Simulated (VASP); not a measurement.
# Br2Zn in VASP: settings compared

The runs below take Br2Zn through atomic charges, electron localisation function, relaxation of the atoms, with PBE+TS, PBE, SCAN+D3(BJ).

All numbers are computed with VASP 6.6.1; they aren't measurements. Logs are shortened: lines on timing, memory, paths and dates and some standing lists are left out, and cuts for length are marked.

## 1. The molecule as given

The cell holds a molecule in a box, 3 atoms: a = 11.000 Å, b = 13.000 Å, c = 11.000 Å, α = 90.00°, β = 90.00°, γ = 90.00°.

## 2. Atomic charges, PBE+TS

Contents of INCAR:

```
PREC = Accurate
ENCUT = 520
EDIFF = 1E-6
ISMEAR = 0
SIGMA = 0.01
LREAL = F
LASPH = T
NELM = 80
ALGO = Fast
ISIF = 2
LWAVE = F
LCHARG = T
GGA = PE
IVDW = 2
LORBIT = 10
LELF = T
LVHAR = T
LVACPOTAV = T
```

Contents of KPOINTS:

```
Automatic mesh
0
Gamma
  1 1 1
```

Contents of POSCAR:

```
ZnBr2
1.0
   11.0000000000      0.0000000000      0.0000000000
    0.0000000000     13.0000000000      0.0000000000
    0.0000000000      0.0000000000     11.0000000000
Br Zn
2 1
Direct
    0.5902090900      0.6446153800      0.5695590900
    0.4121545500      0.3586153800      0.4366227300
    0.5010000000      0.5017307700      0.5030045500
```

Potentials or basis: VASP PAW PBE potentials, release 64 (Br, Zn).

Started as:

```
cat potpaw_PBE.64/Br/POTCAR potpaw_PBE.64/Zn/POTCAR > POTCAR
mpirun -np 1 vasp_gam > vasp.out
```

OUTCAR:

```text
PREC = Accurate
   ENCUT = 520
   EDIFF = 1E-6
   ISMEAR = 0
   LREAL = F
   LASPH = T
   NELM = 80
   ISIF = 2
   GGA = PE
   IVDW = 2
   LORBIT = 10
  IVDW =   2

 ion  position               nearest neighbor table
   1  0.590  0.645  0.570-   3 2.22
   2  0.412  0.359  0.437-   3 2.22
   3  0.501  0.502  0.503-   1 2.22   2 2.22

  LATTYP: Found a simple tetragonal cell.
 ALAT       =    11.0000000000
 C/A-ratio  =     1.1818181818

  Lattice vectors:

 A1 = ( -11.0000000000,   0.0000000000,   0.0000000000)
 A2 = (   0.0000000000,   0.0000000000,  11.0000000000)
 A3 = (   0.0000000000,  13.0000000000,   0.0000000000)

Analysis of symmetry for initial positions (statically):
=====================================================================
 Subroutine PRICEL returns:
 Original cell was already a primitive cell.

 Routine SETGRP: Setting up the symmetry group for a
 simple tetragonal supercell.

 Subroutine GETGRP returns: Found  1 space group operations
 (whereof  1 operations were pure point group operations)
 out of a pool of 16 trial point group operations.

The static configuration has the point symmetry C_1 .

Analysis of symmetry for dynamics (positions and initial velocities):
=====================================================================
 Subroutine PRICEL returns:
 Original cell was already a primitive cell.

 Routine SETGRP: Setting up the symmetry group for a
 simple tetragonal supercell.

 Subroutine GETGRP returns: Found  1 space group operations
 (whereof  1 operations were pure point group operations)
 out of a pool of 16 trial point group operations.

The dynamic configuration has the point symmetry C_1 .

 Subroutine INISYM returns: Found  1 space group operations
 (whereof  1 operations are pure point group operations),
 and found     1 'primitive' translations

----------------------------------------------------------------------------------------

                                     Primitive cell

  volume of cell :    1573.0000

  direct lattice vectors                    reciprocal lattice vectors
    11.000000000  0.000000000  0.000000000     0.090909091  0.000000000  0.000000000
     0.000000000 13.000000000  0.000000000     0.000000000  0.076923077  0.000000000
     0.000000000  0.000000000 11.000000000     0.000000000  0.000000000  0.090909091

  length of vectors
    11.000000000 13.000000000 11.000000000     0.090909091  0.076923077  0.090909091

  position of ions in fractional coordinates (direct lattice)
     0.590209090  0.644615380  0.569559090
     0.412154550  0.358615380  0.436622730
     0.501000000  0.501730770  0.503004550

  ion indices of the primitive-cell ions
   primitive index   ion index
                 1           1
                 2           2
                 3           3

----------------------------------------------------------------------------------------

 KPOINTS: Automatic mesh

Automatic generation of k-mesh.
 Grid dimensions read from file:
 generate k-points for:    1    1    1

 Generating k-lattice:

  Cartesian coordinates                     Fractional coordinates (reciprocal lattice)
     0.090909091  0.000000000  0.000000000     1.000000000  0.000000000  0.000000000
     0.000000000  0.076923077  0.000000000     0.000000000  1.000000000  0.000000000
     0.000000000  0.000000000  0.090909091     0.000000000  0.000000000  1.000000000

  Length of vectors
     0.090909091  0.076923077  0.090909091

  Shift w.r.t. Gamma in fractional coordinates (k-lattice)
     0.000000000  0.000000000  0.000000000

 Subroutine IBZKPT returns following result:
 ===========================================

 Found      1 irreducible k-points:

 Following reciprocal coordinates:
            Coordinates               Weight
  0.000000  0.000000  0.000000      1.000000
   k-points           NKPTS =      1   k-points in BZ     NKDIM =      1   number of bands    NBANDS=     17
   number of dos      NEDOS =    301   number of ions     NIONS =      3
   total plane-waves  NPLWV = 691488
   dimension x,y,z NGX =    84 NGY =   98 NGZ =   84
   dimension x,y,z NGXF=   168 NGYF=  196 NGZF=  168
   ions per type =               2   1
   NGX,Y,Z   is equivalent  to a cutoff of  12.70, 12.53, 12.70 a.u.
   NGXF,Y,Z  is equivalent  to a cutoff of  25.39, 25.06, 25.39 a.u.
 SYSTEM =  unknown system
   PREC   = accura    normal or accurate (medium, high low for compatibility)
   ISTART =      0    job   : 0-new  1-cont  2-samecut
   ICHARG =      2    charge: 1-file 2-atom 10-const
   ISPIN  =      1    spin polarized calculation?
   LNONCOLLINEAR =      F non collinear calculations
   LSORBIT =      F    spin-orbit coupling
   LASPH  =      T    aspherical Exc in radial PAW
   ENCUT  =  520.0 eV  38.22 Ry    6.18 a.u.  20.45 24.17 20.45*2*pi/ulx,y,z
   NELM   =     80;   NELMIN=  2; NELMDL= -5     # of ELM steps
   EDIFF  = 0.1E-05   stopping-criterion for ELM
   LREAL  =      F    real-space projection
   EDIFFG = 0.1E-04   stopping-criterion for IOM
   NSW    =      0    number of steps for IOM
   IBRION =     -1    ionic relax: 0-MD 1-quasi-New 2-CG
   NFREE  =      0    steps in history (QN), initial steepest desc. (CG)
   ISIF   =      2    stress and relaxation
   ISYM   =      2    0-nonsym 1-usesym 2-fastsym
   POTIM  = 0.5000    time-step for ionic-motion
   TEBEG  =    0.0;   TEEND  =   0.0 temperature during run
   PSTRESS=    0.0 pullay stress
   NELECT =      26.0000    total number of electrons
   NUPDOWN=      -1.0000    fix difference up-down
   EMIN   =  10.00;   EMAX   =-10.00  energy-range for DOS
   EFERMI =   0.00;   METHOD = LEGACY
   ISMEAR =     0;   SIGMA  =   0.01  broadening in eV -4-tet -1-fermi 0-gaus
   EFERMI_NEDOS =   21; number of points for ismear=-14 and -15
   IALGO  =     68    algorithm
   IMIX   =      4    mixing-type and parameters
     AMIX     =   0.40;   BMIX     =  1.00
     AMIX_MAG =   1.60;   BMIX_MAG =  1.00
  volume/ion in A,a.u.               =     524.33      3538.38
  Fermi-wavevector in a.u.,A,eV,Ry     =   0.417020  0.788053  2.366125  0.173905
  Thomas-Fermi vector in A             =   1.376994
   LORBIT       =     10    0 simple, 1 ext, 2 COOP (PROOUT), +10 PAW based schemes
   GGA     = PE    functional components
   LHFCALC =     F    Hartree Fock is set to
   AEXX    =    0.0000 exact exchange contribution
   IVDW    =     2    specifies the selected vdW correction
   LEPSILON=     F    determine dielectric tensor
   LRPA    =     F    only Hartree local field effects (RPA)
 non-spin polarized calculation
 RMM-DIIS sequential band-by-band and
 Gauss-broadening in eV      SIGMA  =   0.01
  energy-cutoff  :      520.00
  volume of cell :     1573.00
 maximum number of plane-waves:     21209
 NGX is ok and might be reduce to    84
   NGX = 41   NGY = 49   NGZ = 41

 number of electron      26.0000000 magnetization

 Free energy of the ion-electron system (eV)
  ---------------------------------------------------
  ext. energy  EPLUGINS =         0.00000000
  ---------------------------------------------------
  free energy    TOTEN  =        -6.25275776 eV

  energy without entropy =       -6.25275776  energy(sigma->0) =       -6.25275776

 E-fermi :  -6.8503     XC(G=0):  -0.9885

 val. band max:       -6.9457298251   @ k =   0.0000   0.0000   0.0000
 cond. band min:      -2.4766684044   @ k =   0.0000   0.0000   0.0000
 fundamental gap:      4.4690614207
 Fermi energy:        -6.8502923013

 k-point     1 :       0.0000    0.0000    0.0000
  band No.  band energies     occupation
      1     -19.7777      2.00000
      2     -19.5401      2.00000
      3     -12.5873      2.00000
      4     -12.3525      2.00000
      5     -12.3524      2.00000
      6     -12.2403      2.00000
[... 9 lines left out ...]
     16      -0.9312      0.00000
     17      -0.0387      0.00000

------------------------ aborting loop because EDIFF is reached ----------------------------------------

  Hirshfeld charges:
            ion         q(e)
   ------------------------------
      1     Br      -0.19393255
      2     Br      -0.19398181
      3     Zn       0.38791437

  Tkatchenko/Scheffler method for vdW energy calculation

  Number of pair interactions contributing to vdW energy:    1993

  Edisp (eV):   -0.01422

  FORCE on cell =-STRESS in cart. coord.  units (eV):
  Direction    XX          YY          ZZ          XY          YZ          ZX
  --------------------------------------------------------------------------------------
  -------------------------------------------------------------------------------------
  Total      -0.11910    -0.41252    -0.07030    -0.21315    -0.15798    -0.08280
  in kB      -0.12131    -0.42018    -0.07160    -0.21710    -0.16091    -0.08433
  external pressure =       -0.20 kB  Pullay stress =        0.00 kB

 VOLUME and BASIS-vectors are now :
 -----------------------------------------------------------------------------
  energy-cutoff  :      520.00
  volume of cell :     1573.00
      direct lattice vectors                 reciprocal lattice vectors
    11.000000000  0.000000000  0.000000000     0.090909091  0.000000000  0.000000000
     0.000000000 13.000000000  0.000000000     0.000000000  0.076923077  0.000000000
     0.000000000  0.000000000 11.000000000     0.000000000  0.000000000  0.090909091

 POSITION                                       TOTAL-FORCE (eV/Angst)
 -----------------------------------------------------------------------------------
      6.49230      8.38000      6.26515        -0.057943     -0.107126     -0.042810
      4.53370      4.66200      4.80285         0.056173      0.111426      0.042171
      5.51100      6.52250      5.53305         0.001770     -0.004300      0.000640
 -----------------------------------------------------------------------------------
    total drift:                                0.000058     -0.001065     -0.000077

  FREE ENERGIE OF THE ION-ELECTRON SYSTEM (eV)
  ---------------------------------------------------
  free  energy   TOTEN  =        -6.2669762378 eV

  energy  without entropy=       -6.2669762378  energy(sigma->0) =       -6.26697624

 total charge

# of ion       s       p       d       tot
------------------------------------------
    1        1.612   3.228   0.017   4.857
    2        1.612   3.228   0.017   4.857
    3        0.592   0.369   9.779  10.740
--------------------------------------------------
tot          3.817   6.824   9.813  20.454
```

Wall time 2 min (1 thread of Intel Xeon Platinum 8559C (Emerald Rapids), shared host); peak memory 1.1 GiB.

Results:

```
Free energy                                           : -6.2670 eV
Largest force                                         : 0.132 eV/Å
Gap between the frontier levels                       : 4.47 eV
Valence electrons inside the program's atomic spheres : Br 4.86; Zn 10.74
Hirshfeld charges                                     : Br -0.19; Zn +0.39 e
Dispersion energy per atom                            : -0.005 eV
```

Forces in eV/Å, atoms in the order of the input:
```
Br  -0.058 -0.107 -0.043
Br   0.056  0.111  0.042
Zn   0.002 -0.004  0.001
```

## 3. Electron localisation function, PBE

Contents of INCAR:

```
SYSTEM = ZnBr2
  PREC = Accurate
  ENCUT = 520
  EDIFF = 1E-6
  ISMEAR = 0
  SIGMA = 0.01
  LREAL = .FALSE.
  LASPH = .TRUE.
  NELM = 80
  ALGO = Fast
  ISIF = 2
  LWAVE = .FALSE.
  LCHARG = .TRUE.
  GGA = PE
  LELF = .TRUE.
```

Contents of KPOINTS:

```
regular mesh
0
G
  1 1 1
  0 0 0
```

POSCAR is that of step 2.

Potentials or basis: VASP PAW PBE potentials, release 64 (Br, Zn).

Started as:

```
cat potpaw_PBE.64/Br/POTCAR potpaw_PBE.64/Zn/POTCAR > POTCAR
mpirun -np 1 vasp_gam > vasp.out
```

Wall time 1.8 min (1 thread of Intel Xeon Platinum 8559C (Emerald Rapids), shared host); peak memory 1.2 GiB.

The run converged. Its results:

```
Free energy                     : -6.2528 eV
Largest force                   : 0.120 eV/Å
Gap between the frontier levels : 4.47 eV
```

Forces in eV/Å, atoms in the order of the input:
```
Br  -0.053 -0.097 -0.039
Br   0.051  0.102  0.038
Zn   0.002 -0.004  0.001
```

Levels at points of the mesh, in eV from the valence-band top:
| k point | band 11 | band 12 | band 13 | band 14 | band 15 | band 16 |
| --- | --- | --- | --- | --- | --- | --- |
| (0.00, 0.00, 0.00) | -0.40 | 0.00 | 0.00 | 4.47 | 6.01 | 6.01 |

(Continued in part 2 of 2.)
